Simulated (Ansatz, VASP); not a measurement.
# Cross-check of Nb (Nb(111)) between VASP and Ansatz

Aim: how closely do two programs agree when they are given the same cell, functional and k mesh? The structure shown is the end of the VASP relaxation below.

Program: Ansatz 0.2.0. Level of theory: plane waves, with VASP 6.6.1 beside it; single point at PBEsol. Results are calculated unless marked as measured.

**1. The starting structure**

The cell holds 11 atoms: 11 Nb. Its edges and angles: a = 4.644 Å, b = 4.644 Å, c = 24.480 Å, α = 90.0°, β = 90.0°, γ = 60.0°. It derives from Nb. As first built, before any earlier steps moved the atoms (in the runner's words): 11 layers of bcc Nb, cut at this functional's lattice. Vacuum lies along c.

**2. VASP: relaxation, PBEsol**

This run makes the geometry at which the two programs are then compared.

Lines of VASP's logs that name or quote its potential files are left out, and so is its time.

Contents of INCAR:

```
SYSTEM = Nb
PREC = Normal
ENCUT = 320
EDIFF = 1E-05
NELM = 120
ISMEAR = 1
SIGMA = 0.15
LREAL = .FALSE.
ALGO = Fast
GGA = PS
NBANDS = 75
LASPH = .TRUE.
LORBIT = 11
LWAVE = .FALSE.
LCHARG = .FALSE.
KPAR = 4
IBRION = 2
NSW = 40
ISIF = 2
EDIFFG = -0.03
POTIM = 0.4
MAXMIX = 40
```

Contents of POSCAR:

```
Nb
1.0
    4.6442710413      0.0000000000      0.0000000000
    2.3221355207      4.0220567039      0.0000000000
    0.0000000000      0.0000000000     24.4800785654
Nb
11
Direct
    0.6666666700      0.6666666700      0.3063715700
    0.0000000000      0.0000000000      0.3450972500
    0.3333333300      0.3333333300      0.3838229400
    0.6666666700      0.6666666700      0.4225486300
    0.0000000000      0.0000000000      0.4612743100
    0.3333333300      0.3333333300      0.5000000000
    0.6666666700      0.6666666700      0.5387256900
    0.0000000000      0.0000000000      0.5774513700
    0.3333333300      0.3333333300      0.6161770600
    0.6666666700      0.6666666700      0.6549027500
    0.0000000000      0.0000000000      0.6936284300
```

Contents of KPOINTS:

```
Automatic mesh
0
Gamma
9 9 1
0 0 0
```

Potentials, in the order of the species: Nb_pv (PBE family, release 64).

On the command line:

```sh
mpirun -np 4 vasp_std
```

Numbers of over 12 decimals in the logs are rounded to 6 here.

The program printed:

```text
[banner, memory and clock lines left out]
running    4 mpi-ranks, on    1 nodes
 distrk:  each k-point on    1 cores,    4 groups
 distr:  one band on    1 cores,    1 groups

 POSCAR found type information on POSCAR Nb
 POSCAR found :  1 types and      11 ions
|                                                                             |
|               ----> ADVICE to this user running VASP <----                  |
|                                                                             |
|     You enforced a specific xc type in the INCAR file but a different       |
|     [... a line on the potential file left out ...]
|     I HOPE YOU KNOW WHAT YOU ARE DOING!                                     |
|                                                                             |

 LDA part: xc-table for (Slater+PW92), standard interpolation
 POSCAR, INCAR and KPOINTS ok, starting setup
 FFT: planning ... GRIDC
 FFT: planning ... GRID_SOFT
 FFT: planning ... GRID
 WAVECAR not read
 entering main loop
       N       E                     dE             d eps       ncg     rms          rms(c)
DAV:   1     0.114895360868E+04    0.11490E+04   -0.51612E+04  2360   0.107E+03
DAV:   2    -0.316875168177E+02   -0.11806E+04   -0.11413E+04  1956   0.613E+02
DAV:   3    -0.119668698560E+03   -0.87981E+02   -0.83294E+02  2752   0.138E+02
DAV:   4    -0.126146092263E+03   -0.64774E+01   -0.62451E+01  2728   0.388E+01
DAV:   5    -0.126560416080E+03   -0.41432E+00   -0.40860E+00  2984   0.805E+00    0.577E+01
RMM:   6    -0.146385405175E+03   -0.19825E+02   -0.17155E+02  2369   0.418E+01    0.293E+01
RMM:   7    -0.143236300725E+03    0.31491E+01   -0.86925E+01  2301   0.482E+01    0.216E+01
RMM:   8    -0.112103566101E+03    0.31133E+02   -0.10993E+01  1854   0.270E+01    0.102E+01
RMM:   9    -0.112015069146E+03    0.88497E-01   -0.92808E+00  2340   0.987E+00    0.816E+00
RMM:  10    -0.112343991724E+03   -0.32892E+00   -0.26859E+00  2356   0.647E+00    0.526E+00
RMM:  11    -0.112162189275E+03    0.18180E+00   -0.10346E+00  2580   0.322E+00    0.360E+00
RMM:  12    -0.112137938276E+03    0.24251E-01   -0.68660E-01  2460   0.185E+00    0.145E+00
RMM:  13    -0.112148532457E+03   -0.10594E-01   -0.26558E-01  2540   0.125E+00    0.553E-01
RMM:  14    -0.112165878080E+03   -0.17346E-01   -0.20582E-01  2732   0.818E-01    0.319E-01
[...]
RMM:  26    -0.112194515287E+03   -0.13761E-03   -0.90432E-04  1620   0.360E-02    0.856E-03
RMM:  27    -0.112194588327E+03   -0.73041E-04   -0.49060E-04  1536   0.284E-02    0.426E-03
RMM:  28    -0.112194673171E+03   -0.84844E-04   -0.43294E-04  1480   0.248E-02    0.581E-03
RMM:  29    -0.112194712318E+03   -0.39147E-04   -0.23908E-04  1420   0.213E-02    0.350E-03
RMM:  30    -0.112194736681E+03   -0.24363E-04   -0.22231E-04  1304   0.187E-02    0.461E-03
RMM:  31    -0.112194750687E+03   -0.14006E-04   -0.13696E-04  1106   0.156E-02    0.362E-03
RMM:  32    -0.112194761651E+03   -0.10964E-04   -0.10747E-04  1006   0.136E-02    0.515E-03
RMM:  33    -0.112194768814E+03   -0.71630E-05   -0.73529E-05   904   0.115E-02
   1 F= -.11219477E+03 E0= -.11219600E+03  d E =-.112195E+03
[... from here on, the cycles between the ionic steps are left out ...]
   4 F= -.11279626E+03 E0= -.11279666E+03  d E =-.369696E-01
   5 F= -.11283407E+03 E0= -.11283040E+03  d E =-.747796E-01
   6 F= -.11285000E+03 E0= -.11284668E+03  d E =-.159287E-01
   7 F= -.11285416E+03 E0= -.11285147E+03  d E =-.200889E-01
   8 F= -.11285432E+03 E0= -.11285180E+03  d E =-.202541E-01
   9 F= -.11285643E+03 E0= -.11285360E+03  d E =-.211090E-02
  10 F= -.11285721E+03 E0= -.11285405E+03  d E =-.288866E-02
 curvature:  -3.07 expect dE=-0.288E-02 dE for cont linesearch -0.751E-05
 trial: gam= 0.81082 g(F)=  0.938E-03 g(S)=  0.000E+00 ort =-0.624E-04 (trialstep = 0.233E+01)
 search vector abs. value=  0.188E-02
 bond charge predicted
       N       E                     dE             d eps       ncg     rms          rms(c)
DAV:   1    -0.112837760882E+03    0.19447E-01   -0.14929E+00  2246   0.920E+00    0.478E-01
RMM:   2    -0.112854033719E+03   -0.16273E-01   -0.18042E-01  2428   0.220E+00    0.422E-01
RMM:   3    -0.112859716577E+03   -0.56829E-02   -0.44983E-02  2713   0.104E+00    0.468E-01
RMM:   4    -0.112858756419E+03    0.96016E-03   -0.47515E-03  2526   0.397E-01    0.291E-01
RMM:   5    -0.112858542133E+03    0.21429E-03   -0.20250E-03  2395   0.176E-01    0.191E-01
RMM:   6    -0.112858400808E+03    0.14133E-03   -0.93506E-04  2343   0.164E-01    0.130E-01
RMM:   7    -0.112858407319E+03   -0.65111E-05   -0.87615E-04  2548   0.111E-01    0.137E-01
RMM:   8    -0.112858497806E+03   -0.90487E-04   -0.32134E-04  2326   0.576E-02    0.154E-01
RMM:   9    -0.112858506261E+03   -0.84551E-05   -0.91977E-05  1702   0.425E-02
  11 F= -.11285851E+03 E0= -.11285500E+03  d E =-.129508E-02
 trial-energy change:   -0.001295  1 .order   -0.001092   -0.002068   -0.000116
 step:   2.4139(harm=  2.4681)  dis= 0.01185  next Energy=  -112.858508 (dE=-0.130E-02)
 reached required accuracy - stopping structural energy minimisation
```

From OUTCAR (step 2):

```text
ion  position               nearest neighbor table
   1  0.667  0.667  0.306-   2 2.84   2 2.84   2 2.84   4 2.84   3 3.28   3 3.28   3 3.28
   2  0.000  0.000  0.345-   1 2.84   1 2.84   1 2.84   5 2.84   3 2.84   3 2.84   3 2.84   4 3.28
                             4 3.28   4 3.28
   3  0.333  0.333  0.384-   6 2.84   4 2.84   2 2.84   4 2.84   2 2.84   2 2.84   4 2.84   1 3.28
                             5 3.28   1 3.28   5 3.28   5 3.28   1 3.28
   4  0.667  0.667  0.423-   5 2.84   5 2.84   5 2.84   1 2.84   7 2.84   3 2.84   3 2.84   3 2.84
                             6 3.28   6 3.28   6 3.28   2 3.28   2 3.28   2 3.28
   5  0.000  0.000  0.461-   4 2.84   4 2.84   4 2.84   2 2.84   8 2.84   6 2.84   6 2.84   6 2.84
                             3 3.28   3 3.28   3 3.28   7 3.28   7 3.28   7 3.28
   6  0.333  0.333  0.500-   3 2.84   9 2.84   7 2.84   5 2.84   7 2.84   5 2.84   5 2.84   7 2.84
                             4 3.28   8 3.28   4 3.28   8 3.28   8 3.28   4 3.28
   7  0.667  0.667  0.539-   8 2.84   8 2.84   8 2.84   4 2.84  10 2.84   6 2.84   6 2.84   6 2.84
                             9 3.28   9 3.28   9 3.28   5 3.28   5 3.28   5 3.28
   8  0.000  0.000  0.577-   7 2.84   7 2.84   7 2.84   5 2.84  11 2.84   9 2.84   9 2.84   9 2.84
                             6 3.28   6 3.28   6 3.28  10 3.28  10 3.28  10 3.28
   9  0.333  0.333  0.616-   6 2.84  10 2.84   8 2.84  10 2.84   8 2.84   8 2.84  10 2.84   7 3.28
                            11 3.28   7 3.28  11 3.28  11 3.28   7 3.28
  10  0.667  0.667  0.655-  11 2.84  11 2.84  11 2.84   7 2.84   9 2.84   9 2.84   9 2.84   8 3.28
                             8 3.28   8 3.28
  11  0.000  0.000  0.694-  10 2.84  10 2.84  10 2.84   8 2.84   9 3.28   9 3.28   9 3.28

  LATTYP: Found a hexagonal cell.
 ALAT       =     4.6442710414
 C/A-ratio  =     5.2710271100

 Subroutine GETGRP returns: Found 12 space group operations
 (whereof  6 operations were pure point group operations)

The static configuration has the point symmetry C_3v.
 The point group associated with its full space group is D_3d.

 Found     12 irreducible k-points:

   k-points           NKPTS =     12   k-points in BZ     NKDIM =     12   number of bands    NBANDS=     75

   dimension x,y,z NGX =    20 NGY =   20 NGZ =  108
   dimension x,y,z NGXF=    40 NGYF=   40 NGZF=  216

   ENCUT  =  320.0 eV  23.52 Ry    4.85 a.u.   6.77  6.77 35.71*2*pi/ulx,y,z

   NELECT =     121.0000    total number of electrons

 k-points in reciprocal lattice and weights: Automatic mesh
   0.00000000  0.00000000  0.00000000       0.012
   0.11111111  0.00000000  0.00000000       0.074
   0.22222222  0.00000000  0.00000000       0.074
   0.33333333 -0.00000000  0.00000000       0.074
   0.44444444  0.00000000  0.00000000       0.074
   0.22222222  0.11111111  0.00000000       0.074
   0.33333333  0.11111111  0.00000000       0.148
   0.44444444  0.11111111  0.00000000       0.148
  -0.44444444  0.11111111  0.00000000       0.074
   0.44444444  0.22222222  0.00000000       0.074
  -0.44444444  0.22222222  0.00000000       0.148
  -0.33333333  0.33333333  0.00000000       0.025

 average (electrostatic) potential at core
       1 -40.1289       2 -39.7025       3 -39.9965       4 -39.6307       5 -39.5806
       6 -39.8052       7 -39.5806       8 -39.6307       9 -39.9964      10 -39.7025
      11 -40.1288

 E-fermi :  -0.0060

 k-point     1 :       0.0000    0.0000    0.0000
  band No.  band energies     occupation
    ...
     59      -0.5018      2.00003
     60      -0.2871      2.02347
     61      -0.0502      1.47604
     62      -0.0251      1.21414
     63      -0.0251      1.21411
     64       0.1040      0.05840
     65       0.2038     -0.06368
     66       0.2038     -0.06368
     67       1.3163     -0.00000
     68       2.2030     -0.00000
    ...

 k-point     2 :       0.1111    0.0000    0.0000
  band No.  band energies     occupation
    ...
     56      -0.6604      2.00000
     57      -0.4836      2.00006
     58      -0.3929      2.00161
     59      -0.3830      2.00218
     60      -0.2609      2.03713
     61       0.0663      0.28044
     62       0.0705      0.24914
     63       0.1730     -0.07059
     64       0.2247     -0.05186
     65       0.2264     -0.05082
    ...

 k-point     3 :       0.2222    0.0000    0.0000
  band No.  band energies     occupation
    ...
     56      -0.5137      2.00002
     57      -0.3578      2.00450
     58      -0.2994      2.01836
     59      -0.2545      2.04092
     60      -0.0630      1.59521
     61       0.2317     -0.04760
     62       0.3039     -0.01285
     63       0.4080     -0.00067
     64       0.4782     -0.00005
     65       0.6732     -0.00000
    ...

  Total       -3.7642613     -3.7642613     -0.7849692     -0.0000000      0.0000000      0.0000000
  in kB      -13.1889975    -13.1889975     -2.7503289     -0.0000000      0.0000000      0.0000000
  external PRESSURE =      -9.7094413 kB  Pullay stress =       0.0000000 kB

  energy-cutoff  :      320.00
  volume of cell :      457.28
      direct lattice vectors                 reciprocal lattice vectors
     4.644271041  0.000000000  0.000000000     0.215319044 -0.124314508  0.000000000
     2.322135521  4.022056704  0.000000000     0.000000000  0.248629016  0.000000000
     0.000000000  0.000000000 24.480078565     0.000000000  0.000000000  0.040849542

 POSITION                                       TOTAL-FORCE (eV/Angst)
 -----------------------------------------------------------------------------------
      4.64427      2.68137      7.81137        -0.000000     -0.000000      0.000258
      0.00000      0.00000      8.48082        -0.000000     -0.000000      0.001495
      2.32214      1.34069      9.30416         0.000000      0.000000     -0.000117
      4.64427      2.68137     10.41486         0.000000      0.000000     -0.022415
      2.32214      4.02206     11.27063         0.000000      0.000000      0.006653
      2.32214      1.34069     12.24004        -0.000000      0.000000      0.000000
      4.64427      2.68137     13.20945        -0.000000     -0.000000     -0.006653
      0.00000      0.00000     14.06522        -0.000000     -0.000000      0.022415
      2.32214      1.34069     15.17592         0.000000     -0.000000      0.000117
      4.64427      2.68137     15.99926         0.000000      0.000000     -0.001495
      0.00000      0.00000     16.66871         0.000000      0.000000     -0.000258
 -----------------------------------------------------------------------------------
    total drift:                               -0.000010     -0.000006      0.000693

  FREE ENERGIE OF THE ION-ELECTRON SYSTEM (eV)
  ---------------------------------------------------
  free  energy   TOTEN  =      -112.8585062611 eV

  energy  without entropy=     -112.8479993499  energy(sigma->0) =     -112.85500396

 reached required accuracy - stopping structural energy minimisation

 total charge
# of ion       s       p       d       tot
------------------------------------------
    1        0.437   6.130   3.188   9.756
    2        0.455   6.216   3.235   9.905
    3        0.421   6.317   3.028   9.766
    4        0.437   6.330   3.177   9.944
    5        0.433   6.310   3.166   9.909
    6        0.437   6.335   3.043   9.815
    7        0.433   6.310   3.166   9.909
    8        0.437   6.330   3.177   9.944
    9        0.421   6.317   3.028   9.766
   10        0.455   6.216   3.235   9.905
   11        0.437   6.130   3.188   9.756
--------------------------------------------------
tot          4.804  68.940  34.629 108.373

[... 3 further parts left out ...]
```

The run keeps the 12 symmetry operations of its start, so it cannot find a distortion of lower symmetry.

(Part 1 of 2 ends here.)

[Lines on the potential files, build, host, timing and source positions are cut from VASP's logs without a mark.]

[Logs are printed without paths, hosts, clocks, repeated set-up lines and the standing remarks that a program may print on its own settings, such as how far it seeks lower states.]

[Hosts, paths, dates, database ids (printed as entryN), source tags and the programs' standing remarks are cut or masked in the printed files.]
